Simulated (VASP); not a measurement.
The system is CdSe.

```
CELL_PARAMETERS angstrom
0.00000 3.07027 3.07027
3.07027 0.00000 3.07027
3.07027 3.07027 0.00000
ATOMIC_POSITIONS crystal
Cd 0.00000 0.00000 0.00000
Se 0.75000 0.75000 0.75000
```

Measurements of this composition are mostly on another form, of space group No. 186.

| Item | Value |
| --- | --- |
| Program | VASP 6.6.1 |
| Task | relaxation of cell and atoms |
| Functional | LDA |
| Potentials or basis | VASP PAW LDA potentials, release 64 (Cd, Se) |
| Cutoff | 600 eV |
| k mesh | 10 × 10 × 10 |
| Occupations | gaussian, width 0.01 eV |
| Spin | no spin polarisation |

At the start: pressure -2.9 GPa; volume 28.94 Å³/atom.

Problem. How do energy, volume and symmetry change on relaxing?

Solution. Over 7 steps the energy falls by 15.8 meV/atom and the volume is 27.31 Å³/atom (-5.6 %); space group F-43m (No. 216, to 0.05 Å).

The path:
```csv
step,energy change (eV),largest force (eV/Å),pressure (GPa),volume (Å³)
1,0.0000,0.0000,-2.93,57.88
2,-0.0278,0.0000,1.18,53.57
3,-0.0316,0.0000,-0.01,54.61
4,-0.0316,0.0000,0.09,54.55
5,-0.0316,0.0000,-0.06,54.66
6,-0.0316,0.0000,0.01,54.61
7,-0.0316,0.0000,0.00,54.62
```

Final structure:
```xyz
2
Lattice="0.0000 3.0114 3.0114 3.0114 0.0000 3.0114 3.0114 3.0114 0.0000" Properties=species:S:1:pos:R:3 pbc="T T T"
Cd    0.0000    0.0000    0.0000
Se    4.5172    4.5172    4.5172
```
